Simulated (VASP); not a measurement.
Au:

```xyz
1
Lattice="0.0000 2.0350 2.0350 2.0350 0.0000 2.0350 2.0350 2.0350 0.0000" Properties=species:S:1:pos:R:3 pbc="T T T"
Au    0.0000    0.0000    0.0000
```

```yaml
Program: VASP 6.6.1
Task: relaxation of cell and atoms
Functional: RPBE
Potentials_or_basis: VASP PAW PBE potentials, release 64 (Au)
Cutoff: 600 eV
k_mesh: 16 × 16 × 16
Occupations: methfessel-paxton, width 0.1 eV
Spin: no spin polarisation
```

At the start: pressure 14.7 GPa; volume 16.85 Å³/atom.

**Question.** Where does the relaxation end?

**Answer.** Over 4 steps the energy falls by 66.8 meV/atom and the volume is 18.48 Å³/atom (+9.6 %); space group Fm-3m (No. 225, to 0.05 Å).

The path:
```csv
step,energy change (eV),largest force (eV/Å),pressure (GPa),volume (Å³)
1,0.0000,0.0000,14.75,16.85
2,0.0243,0.0000,-10.25,20.93
3,-0.0668,0.0000,-0.40,18.53
4,-0.0668,0.0000,-0.07,18.48
```

Final structure:
```cif
data_structure
_symmetry_space_group_name_H-M 'P 1'
_symmetry_Int_Tables_number 1
_cell_length_a 2.9674
_cell_length_b 2.9674
_cell_length_c 2.9674
_cell_angle_alpha 60.000
_cell_angle_beta 60.000
_cell_angle_gamma 60.000
_cell_volume 18.48
loop_
_atom_site_label
_atom_site_type_symbol
_atom_site_fract_x
_atom_site_fract_y
_atom_site_fract_z
_atom_site_occupancy
Au1 Au 0.00000 0.00000 0.00000 1
```

Caveat: the PAW data sets were made with another functional, which shifts forces and pressure a little.
